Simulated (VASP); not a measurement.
All values below come from HSE06 screened hybrid, VASP's PBE PAW potentials (set 64) (plane waves; VASP 6.6.1).

The input files of a VASP run:

### POSCAR
```
CuSi63
1
   10.9370747000     0.0000000000     0.0000000000
    0.0000000000    10.9370747000     0.0000000000
    0.0000000000     0.0000000000    10.9370747000
Si Cu
63 1
Direct
  0.4998393569   0.9997240753   0.0002257810
  0.6253361393   0.1245315936   0.1261046210
  0.7508273576   0.2479820974   0.0001875239
  0.8779341493   0.3729517537   0.1233021800
  0.7488711167   0.9990487410   0.2518685327
  0.8732142033   0.1259001333   0.3758030130
  0.0000399491   0.0000153403   0.0002720975
  0.1258117452   0.1236661023   0.1265455609
  0.2494184483   0.2480899312   0.9999537327
  0.3745358286   0.3743600000   0.1237482094
  0.5000718373   0.5003239578   0.0001928976
  0.6264237678   0.6256457378   0.1235110678
  0.7503211591   0.7519777932   0.9991708349
  0.8747831345   0.8760860189   0.1259532809
  0.2518296134   0.0011184013   0.2530469160
  0.3768775876   0.1291572390   0.3767540953
  0.5018792726   0.2532007869   0.2500207673
  0.6248523901   0.3858821785   0.3699419269
  0.7542050327   0.4991936135   0.2447410938
  0.8749415554   0.6244982824   0.3743541408
  0.5000350404   0.0005717157   0.5001571030
  0.6232458484   0.1291040328   0.6235828897
  0.7467096057   0.2556530599   0.4979490904
  0.8749138362   0.3751506839   0.6250114655
  0.7477489567   0.0009537106   0.7475738503
  0.8743343538   0.1234217275   0.8737026132
  0.9999929684   0.4999397585   0.0002471500
  0.1236408650   0.6271032420   0.1243838709
  0.2495606251   0.7521974420   0.0009001564
  0.3750502074   0.8758441551   0.1270257854
  0.0005615527   0.2485546100   0.2510573422
  0.1253387151   0.3753127770   0.3753523610
  0.2480804437   0.4996207894   0.2471348213
  0.3768556438   0.6167627596   0.3723525916
  0.4995274278   0.7466814005   0.2504700173
  0.6235380125   0.8726687845   0.3761811961
  0.9999734047   0.9999382073   0.5006246732
  0.1271980016   0.1262756301   0.6247948227
  0.2537060042   0.2559823528   0.5023503155
  0.3754871116   0.3863443382   0.6306099533
  0.6227122265   0.6164367822   0.6277727121
  0.7462855532   0.7444456656   0.5007248635
  0.8725649968   0.8742177473   0.6245290634
  0.2512511313   0.9990701407   0.7484572373
  0.3748383075   0.1246126070   0.8740669306
  0.4982965884   0.2533168000   0.7501770712
  0.6256409153   0.3743085680   0.8766002763
  0.7517823515   0.4994335979   0.7528499435
  0.8762046392   0.6267423019   0.8758238809
  0.0001438223   0.7511686977   0.2510527146
  0.1268922857   0.8744229200   0.3762598149
  0.0001237383   0.5003379433   0.5002408059
  0.1250264001   0.6247877938   0.6260376100
  0.2535338387   0.7446600201   0.4994486540
  0.3763901092   0.8727023732   0.6239923758
  0.9996289230   0.2486180613   0.7494478414
  0.1222220743   0.3731147882   0.8771043369
  0.2457597885   0.4994230258   0.7555298016
  0.3736199960   0.6256689994   0.8769033994
  0.5003209198   0.7465476387   0.7496200372
  0.6245142683   0.8756488636   0.8734753452
  0.9996065143   0.7511146221   0.7493831850
  0.1250204703   0.8762224060   0.8742244112
  0.4999478716   0.4956066812   0.4998233457
```

### INCAR
```
SYSTEM = CuSi63
PREC = Normal
ENCUT = 400
EDIFF = 1E-5
NELM = 50
ALGO = Normal
LREAL = Auto
LASPH = .TRUE.
ISMEAR = 0
SIGMA = 0.05
GGA = PE
LMAXMIX = 4
LWAVE = .FALSE.
LCHARG = .FALSE.
NELMIN = 4
ISYM = 0
ISPIN = 2
NUPDOWN = 1
MAGMOM = 64*0.0156
LORBIT = 10
HFSCREEN = 0.2
AEXX = 0.25
LHFCALC = .TRUE.
PRECFOCK = Fast
ISIF = 0
```

KPOINTS:
```
kpoints
0
G
 1 1 1
0 0 0
```

POTCAR, in this order: Si Cu (PBE.64 set). Program: vasp_gam. Read from the step before: WAVECAR.

Output

**OUTCAR**
```
 ion  position               nearest neighbor table
   1  0.500  1.000  0.000-  30 2.37  61 2.37  45 2.37   2 2.38
   2  0.625  0.125  0.126-   5 2.37   3 2.37  17 2.37   1 2.38
   3  0.751  0.248  0.000-  26 2.37   2 2.37  47 2.37   4 2.37
   4  0.878  0.373  0.123-  19 2.35  27 2.35  31 2.37   3 2.37
   5  0.749  0.999  0.252-   2 2.37  14 2.37   6 2.37  36 2.37
   6  0.873  0.126  0.376-  31 2.37   5 2.37  37 2.38  23 2.39
   7  0.000  0.000  0.000-  63 2.37  14 2.37  26 2.37   8 2.37
   8  0.126  0.124  0.127-   9 2.37  31 2.37  15 2.37   7 2.37
   9  0.249  0.248  1.000-   8 2.37  45 2.37  57 2.37  10 2.37
  10  0.375  0.374  0.124-  17 2.37  11 2.37  33 2.37   9 2.37
  11  0.500  0.500  0.000-  12 2.37  10 2.37  59 2.37  47 2.37
  12  0.626  0.626  0.124-  13 2.37  35 2.37  11 2.37  19 2.37
  13  0.750  0.752  0.999-  49 2.36  12 2.37  61 2.37  14 2.37
  14  0.875  0.876  0.126-   5 2.37   7 2.37  13 2.37  50 2.37
  15  0.252  0.001  0.253-  30 2.36  51 2.37   8 2.37  16 2.38
  16  0.377  0.129  0.377-  21 2.37  39 2.37  17 2.37  15 2.38
  17  0.502  0.253  0.250-  10 2.37  16 2.37  18 2.37   2 2.37
  18  0.625  0.386  0.370-  64 2.31  19 2.33  17 2.37  23 2.40
  19  0.754  0.499  0.245-  18 2.33   4 2.35  12 2.37  20 2.37
  20  0.875  0.624  0.374-  42 2.37  50 2.37  52 2.37  19 2.37
  21  0.500  0.001  0.500-  16 2.37  22 2.37  55 2.37  36 2.37
  22  0.623  0.129  0.624-  21 2.37  23 2.37  46 2.37  25 2.38
  23  0.747  0.256  0.498-  24 2.37  22 2.37   6 2.39  18 2.40
  24  0.875  0.375  0.625-  23 2.37  52 2.37  48 2.37  56 2.37
  25  0.748  0.001  0.748-  61 2.36  43 2.37  26 2.37  22 2.38
  26  0.874  0.123  0.874-   3 2.37  56 2.37  25 2.37   7 2.37
  27  1.000  0.500  0.000-   4 2.35  57 2.35  28 2.37  49 2.37
  28  0.124  0.627  0.124-  50 2.36  29 2.36  33 2.37  27 2.37
  29  0.250  0.752  0.001-  28 2.36  59 2.37  63 2.37  30 2.37
  30  0.375  0.876  0.127-  15 2.36  29 2.37   1 2.37  35 2.38
  31  0.001  0.249  0.251-   8 2.37   6 2.37   4 2.37  32 2.37
  32  0.125  0.375  0.375-  39 2.37  52 2.37  33 2.37  31 2.37
  33  0.248  0.500  0.247-  34 2.35  28 2.37  10 2.37  32 2.37
  34  0.377  0.617  0.372-  33 2.35  64 2.35  35 2.37  54 2.39
  35  0.500  0.747  0.250-  34 2.37  12 2.37  36 2.37  30 2.38
  36  0.624  0.873  0.376-  21 2.37  42 2.37  35 2.37   5 2.37
  37  1.000  1.000  0.501-  51 2.38  43 2.38   6 2.38  38 2.39
  38  0.127  0.126  0.625-  56 2.37  44 2.37  37 2.39  39 2.39
  39  0.254  0.256  0.502-  32 2.37  16 2.37  38 2.39  40 2.40
...
```

### OSZICAR
```
       N       E                     dE             d eps       ncg     rms          rms(c)
DAV:   1    -0.392011501018E+03   -0.39201E+03   -0.12853E+01   960   0.201E+01    0.192E+01
DAV:   2    -0.392051900183E+03   -0.40399E-01   -0.17767E+00   944   0.118E+01    0.126E+01
DAV:   3    -0.392043668379E+03    0.82318E-02   -0.19774E-01  1024   0.487E+00    0.750E+00
DAV:   4    -0.392043491906E+03    0.17647E-03   -0.58480E-02   968   0.856E-01    0.436E+00
DAV:   5    -0.392040900219E+03    0.25917E-02   -0.10645E-02   880   0.118E+00    0.253E+00
DAV:   6    -0.392040102480E+03    0.79774E-03   -0.22050E-03  1064   0.382E-01    0.143E+00
DAV:   7    -0.392039886301E+03    0.21618E-03   -0.56690E-04   976   0.980E-02    0.808E-01
DAV:   8    -0.392039816216E+03    0.70085E-04   -0.17533E-04   840   0.974E-02    0.460E-01
DAV:   9    -0.392039806882E+03    0.93340E-05   -0.10368E-04   752   0.301E-02    0.262E-01
DAV:  10    -0.392039818057E+03   -0.11175E-04   -0.91984E-05   592   0.176E-02    0.148E-01
DAV:  11    -0.392039837341E+03   -0.19284E-04   -0.10134E-04   560   0.183E-02    0.835E-02
DAV:  12    -0.392039861197E+03   -0.23855E-04   -0.11651E-04   560   0.138E-02    0.467E-02
DAV:  13    -0.392039889408E+03   -0.28211E-04   -0.13754E-04   616   0.138E-02    0.270E-02
DAV:  14    -0.392039922579E+03   -0.33172E-04   -0.16258E-04   600   0.146E-02    0.173E-02
DAV:  15    -0.392039961670E+03   -0.39091E-04   -0.19333E-04   640   0.160E-02    0.138E-02
DAV:  16    -0.392040007936E+03   -0.46265E-04   -0.23019E-04   616   0.173E-02    0.135E-02
DAV:  17    -0.392040062808E+03   -0.54873E-04   -0.27389E-04   644   0.188E-02    0.143E-02
DAV:  18    -0.392040127777E+03   -0.64969E-04   -0.32339E-04   648   0.203E-02    0.155E-02
DAV:  19    -0.392040204611E+03   -0.76834E-04   -0.38385E-04   680   0.220E-02    0.168E-02
DAV:  20    -0.392040295472E+03   -0.90861E-04   -0.45336E-04   736   0.238E-02    0.183E-02
DAV:  21    -0.392040402473E+03   -0.10700E-03   -0.53269E-04   728   0.256E-02    0.198E-02
DAV:  22    -0.392040527989E+03   -0.12552E-03   -0.62440E-04   792   0.275E-02    0.216E-02
DAV:  23    -0.392040674710E+03   -0.14672E-03   -0.72930E-04   784   0.290E-02    0.232E-02
DAV:  24    -0.392040845121E+03   -0.17041E-03   -0.84489E-04   800   0.314E-02    0.251E-02
DAV:  25    -0.392041041785E+03   -0.19666E-03   -0.97430E-04   792   0.339E-02    0.268E-02
DAV:  26    -0.392041267094E+03   -0.22531E-03   -0.11143E-03   840   0.362E-02    0.288E-02
DAV:  27    -0.392041522968E+03   -0.25587E-03   -0.12635E-03   808   0.386E-02    0.306E-02
DAV:  28    -0.392041810581E+03   -0.28761E-03   -0.14170E-03   848   0.410E-02    0.326E-02
DAV:  29    -0.392042130100E+03   -0.31952E-03   -0.15705E-03   840   0.433E-02    0.342E-02
DAV:  30    -0.392042480245E+03   -0.35014E-03   -0.17172E-03   864   0.453E-02    0.359E-02
DAV:  31    -0.392042858163E+03   -0.37792E-03   -0.18483E-03   840   0.473E-02    0.373E-02
DAV:  32    -0.392043259276E+03   -0.40111E-03   -0.19577E-03   856   0.491E-02    0.385E-02
DAV:  33    -0.392043677160E+03   -0.41788E-03   -0.20324E-03   856   0.502E-02    0.394E-02
DAV:  34    -0.392044103745E+03   -0.42658E-03   -0.20694E-03   856   0.510E-02    0.399E-02
DAV:  35    -0.392044530113E+03   -0.42637E-03   -0.20622E-03   856   0.513E-02    0.401E-02
DAV:  36    -0.392044946689E+03   -0.41658E-03   -0.20089E-03   856   0.510E-02    0.398E-02
DAV:  37    -0.392045344290E+03   -0.39760E-03   -0.19126E-03   856   0.502E-02    0.391E-02
DAV:  38    -0.392045714941E+03   -0.37065E-03   -0.17789E-03   856   0.488E-02    0.381E-02
DAV:  39    -0.392046052468E+03   -0.33753E-03   -0.16172E-03   848   0.470E-02    0.366E-02
DAV:  40    -0.392046352948E+03   -0.30048E-03   -0.14379E-03   856   0.447E-02    0.349E-02
DAV:  41    -0.392046614714E+03   -0.26177E-03   -0.12518E-03   840   0.420E-02    0.329E-02
DAV:  42    -0.392046838119E+03   -0.22341E-03   -0.10677E-03   792   0.391E-02    0.307E-02
DAV:  43    -0.392047025422E+03   -0.18730E-03   -0.89709E-04   832   0.363E-02    0.284E-02
DAV:  44    -0.392047179885E+03   -0.15446E-03   -0.73917E-04   776   0.331E-02    0.260E-02
DAV:  45    -0.392047305451E+03   -0.12557E-03   -0.60283E-04   800   0.299E-02    0.237E-02
DAV:  46    -0.392047406350E+03   -0.10090E-03   -0.48447E-04   760   0.273E-02    0.214E-02
DAV:  47    -0.392047486489E+03   -0.80140E-04   -0.38581E-04   736   0.245E-02    0.193E-02
DAV:  48    -0.392047549731E+03   -0.63242E-04   -0.30586E-04   720   0.222E-02    0.173E-02
DAV:  49    -0.392047599196E+03   -0.49465E-04   -0.23886E-04   648   0.198E-02    0.153E-02
DAV:  50    -0.392047637773E+03   -0.38577E-04   -0.18861E-04   672   0.179E-02
   1 F= -.39204764E+03 E0= -.39204764E+03  d E =-.821195E-11  mag=     1.0000
```

File OUTCAR:
```
------------------------ aborting loop EDIFF was not reached (unconverged)  ----------------------------
  volume of cell :     1308.29
      direct lattice vectors                 reciprocal lattice vectors
    10.937074700  0.000000000  0.000000000     0.091432127  0.000000000  0.000000000
     0.000000000 10.937074700  0.000000000     0.000000000  0.091432127  0.000000000
     0.000000000  0.000000000 10.937074700     0.000000000  0.000000000  0.091432127
 POSITION                                       TOTAL-FORCE (eV/Angst)
 -----------------------------------------------------------------------------------
      5.46678     10.93406      0.00247         0.013390      0.006141     -0.014344
      6.83935      1.36201      1.37922         0.013438      0.006409      0.004377
      8.21185      2.71220      0.00205         0.005867      0.016694     -0.006413
      9.60203      4.07900      1.34857        -0.037212     -0.004724      0.020132
      8.19046     10.92667      2.75470         0.013866     -0.010437     -0.013557
      9.55041      1.37698      4.11019        -0.006194      0.005735      0.014018
      0.00044      0.00017      0.00298         0.002044      0.005536     -0.010062
      1.37601      1.35255      1.38404        -0.014558      0.002462     -0.006503
      2.72791      2.71338     10.93657         0.002886      0.020629     -0.006344
      4.09633      4.09440      1.35344        -0.003064      0.001960      0.000656
      5.46932      5.47208      0.00211         0.000810      0.002970     -0.007915
      6.85124      6.84273      1.35085        -0.004359     -0.018369      0.001628
      8.20632      8.22444     10.92801        -0.002620     -0.004385     -0.000060
      9.56757      9.58182      1.37756         0.005951     -0.008902     -0.002608
      2.75428      0.01223      2.76759        -0.006920      0.022276     -0.018366
      4.12194      1.41260      4.12059         0.007569     -0.017760      0.005148
      5.48909      2.76928      2.73450        -0.055022     -0.007801     -0.020592
      6.83406      4.22042      4.04608         0.148452     -0.149072     -0.062461
      8.24880      5.45972      2.67675        -0.014948      0.068273      0.013433
      9.56930      6.83018      4.09434        -0.003520     -0.023090      0.011140
      5.46892      0.00625      5.47026         0.001818      0.002871      0.000462
      6.81649      1.41202      6.82017        -0.005173     -0.016310     -0.004574
      8.16682      2.79610      5.44611         0.015645     -0.013610     -0.011942
      9.56900      4.10305      6.83580        -0.004419      0.002959     -0.007416
      8.17819      0.01043      8.17627         0.013679      0.025469     -0.000850
      9.56266      1.34987      9.55575         0.012908      0.004916      0.032470
     10.93700      5.46788      0.00270         0.004246     -0.023191     -0.017717
      1.35227      6.85868      1.36040         0.007680      0.021242      0.012053
      2.72946      8.22684      0.00985         0.009926     -0.005354     -0.007712
      4.10195      9.57917      1.38929        -0.039067     -0.026794      0.003740
      0.00614      2.71846      2.74583         0.014688      0.017095     -0.013894
      1.37084      4.10482      4.10526        -0.006320      0.009934      0.007953
      2.71327      5.46439      2.70293         0.023885     -0.095009     -0.000960
      4.12170      6.74558      4.07245        -0.143529      0.179706     -0.022092
      5.46337      8.16651      2.73941         0.069951      0.016870     -0.016735
      6.81968      9.54444      4.11432        -0.009438     -0.002067      0.013791
     10.93678     10.93640      5.47537         0.002467      0.004965     -0.059205
      1.39117      1.38109      6.83343        -0.014240     -0.009633      0.049816
      2.77480      2.79970      5.49424         0.012724      0.004615     -0.081702
      4.10673      4.22548      6.89703        -0.159986     -0.154437      0.185280
      6.81065      6.74202      6.86600         0.128179      0.201793      0.180214
      8.16218      8.14206      5.47647        -0.006635      0.000728     -0.077369
      9.54331      9.56138      6.83052        -0.004465     -0.011081      0.050190
      2.74795     10.92690      8.18593         0.003919     -0.005182     -0.012012
      4.09963      1.36290      9.55974        -0.049807     -0.001956      0.032543
      5.44991      2.77054      8.20474         0.083450      0.008901     -0.012452
      6.84268      4.09384      9.58744        -0.010140      0.002943      0.021117
      8.22230      5.46234      8.23398        -0.022428     -0.115714     -0.035000
      9.58312      6.85473      9.57895        -0.009565      0.044805      0.017672
      0.00157      8.21559      2.74578        -0.008998      0.004204     -0.001798
      1.38783      9.56363      4.11518         0.006314     -0.018425      0.002195
      0.00135      5.47223      5.47117         0.000165      0.002737      0.001192
      1.36742      6.83335      6.84702        -0.003218     -0.014770     -0.008762
      2.77292      8.14440      5.46251        -0.003408      0.016859     -0.014100
      4.11661      9.54481      6.82465         0.001934     -0.000567     -0.003969
     10.93302      2.71915      8.19677        -0.006754      0.022244     -0.008047
      1.33675      4.08078      9.59296         0.013053     -0.024773      0.006258
      2.68789      5.46223      8.26329         0.045748      0.086036     -0.048970
      4.08631      6.84299      9.59076        -0.005279     -0.012532      0.020479
      5.47205      8.16505      8.19865        -0.075394      0.003947     -0.013874
      6.83036      9.57704      9.55327         0.046004     -0.016436      0.026225
     10.93277      8.21500      8.19606         0.016736     -0.004177     -0.019027
      1.36736      9.58331      9.56146        -0.007542     -0.007455      0.033874
      5.46797      5.42049      5.46661        -0.005166     -0.020907     -0.098652
 -----------------------------------------------------------------------------------
    total drift:                               -0.011603      0.049497      0.037960
  FREE ENERGIE OF THE ION-ELECTRON SYSTEM (eV)
  ---------------------------------------------------
  free  energy   TOTEN  =      -392.0476377729 eV

  energy  without entropy=     -392.0476377729  energy(sigma->0) =     -392.04763777

  exchange ACFDT corr.  =         0.00000000  see jH, gK, PRB 81, 115126

 total charge

# of ion       s       p       d       tot
------------------------------------------
    1        0.754   0.954   0.000   1.708
    2        0.752   0.957   0.000   1.709
    3        0.748   0.964   0.000   1.712
    4        0.750   0.971   0.000   1.721
    5        0.748   0.962   0.000   1.710
    6        0.752   0.951   0.000   1.703
    7        0.748   0.962   0.000   1.711
    8        0.749   0.962   0.000   1.711
    9        0.748   0.964   0.000   1.712
   10        0.749   0.964   0.000   1.712
   11        0.748   0.964   0.000   1.712
   12        0.749   0.964   0.000   1.712
   13        0.748   0.964   0.000   1.713
   14        0.749   0.962   0.000   1.711
   15        0.749   0.961   0.000   1.709
   16        0.748   0.960   0.000   1.708
   17        0.752   0.951   0.000   1.703
   18        0.770   0.935   0.000   1.705
   19        0.750   0.972   0.000   1.722
   20        0.748   0.962   0.000   1.711
   21        0.748   0.963   0.000   1.711
   22        0.748   0.960   0.000   1.708
   23        0.753   0.942   0.000   1.695
   24        0.748   0.963   0.000   1.711
...
```
(Selected blocks of OUTCAR.)

File stdout:
```
...
DAV:  31    -0.392042858163E+03   -0.37792E-03   -0.18483E-03   840   0.473E-02    0.373E-02
DAV:  32    -0.392043259276E+03   -0.40111E-03   -0.19577E-03   856   0.491E-02    0.385E-02
DAV:  33    -0.392043677160E+03   -0.41788E-03   -0.20324E-03   856   0.502E-02    0.394E-02
DAV:  34    -0.392044103745E+03   -0.42658E-03   -0.20694E-03   856   0.510E-02    0.399E-02
DAV:  35    -0.392044530113E+03   -0.42637E-03   -0.20622E-03   856   0.513E-02    0.401E-02
DAV:  36    -0.392044946689E+03   -0.41658E-03   -0.20089E-03   856   0.510E-02    0.398E-02
DAV:  37    -0.392045344290E+03   -0.39760E-03   -0.19126E-03   856   0.502E-02    0.391E-02
DAV:  38    -0.392045714941E+03   -0.37065E-03   -0.17789E-03   856   0.488E-02    0.381E-02
DAV:  39    -0.392046052468E+03   -0.33753E-03   -0.16172E-03   848   0.470E-02    0.366E-02
DAV:  40    -0.392046352948E+03   -0.30048E-03   -0.14379E-03   856   0.447E-02    0.349E-02
DAV:  41    -0.392046614714E+03   -0.26177E-03   -0.12518E-03   840   0.420E-02    0.329E-02
DAV:  42    -0.392046838119E+03   -0.22341E-03   -0.10677E-03   792   0.391E-02    0.307E-02
DAV:  43    -0.392047025422E+03   -0.18730E-03   -0.89709E-04   832   0.363E-02    0.284E-02
DAV:  44    -0.392047179885E+03   -0.15446E-03   -0.73917E-04   776   0.331E-02    0.260E-02
DAV:  45    -0.392047305451E+03   -0.12557E-03   -0.60283E-04   800   0.299E-02    0.237E-02
DAV:  46    -0.392047406350E+03   -0.10090E-03   -0.48447E-04   760   0.273E-02    0.214E-02
DAV:  47    -0.392047486489E+03   -0.80140E-04   -0.38581E-04   736   0.245E-02    0.193E-02
DAV:  48    -0.392047549731E+03   -0.63242E-04   -0.30586E-04   720   0.222E-02    0.173E-02
DAV:  49    -0.392047599196E+03   -0.49465E-04   -0.23886E-04   648   0.198E-02    0.153E-02
DAV:  50    -0.392047637773E+03   -0.38577E-04   -0.18861E-04   672   0.179E-02

 -----------------------------------------------------------------------------
|                                                                             |
|           W    W    AA    RRRRR   N    N  II  N    N   GGGG   !!!           |
|           W    W   A  A   R    R  NN   N  II  NN   N  G    G  !!!           |
|           W    W  A    A  R    R  N N  N  II  N N  N  G       !!!           |
|           W WW W  AAAAAA  RRRRR   N  N N  II  N  N N  G  GGG   !            |
|           WW  WW  A    A  R   R   N   NN  II  N   NN  G    G                |
|           W    W  A    A  R    R  N    N  II  N    N   GGGG   !!!           |
|                                                                             |
|     The electronic self-consistency was not achieved in the given           |
|     number of steps (NELM). The forces and other quantities evaluated       |
|     might not be reliable so examine the results carefully. If you find     |
|     spurious results, we suggest increasing NELM, if you were close to      |
|     convergence or switching to a different ALGO or adjusting the           |
|     density mixing parameters otherwise.                                    |
|                                                                             |
 -----------------------------------------------------------------------------

   1 F= -.39204764E+03 E0= -.39204764E+03  d E =-.821195E-11  mag=     1.0000
```

The run did not converge; its last values are not results.

The supercell is sampled at Γ alone, which is coarse: total energies, pressure and levels can be off, energies of defects by several tenths of an eV.

The cell is a supercell with a defect, built from Si (diamond): Cu_Si. The cell's shape comes from a PBE relaxation.
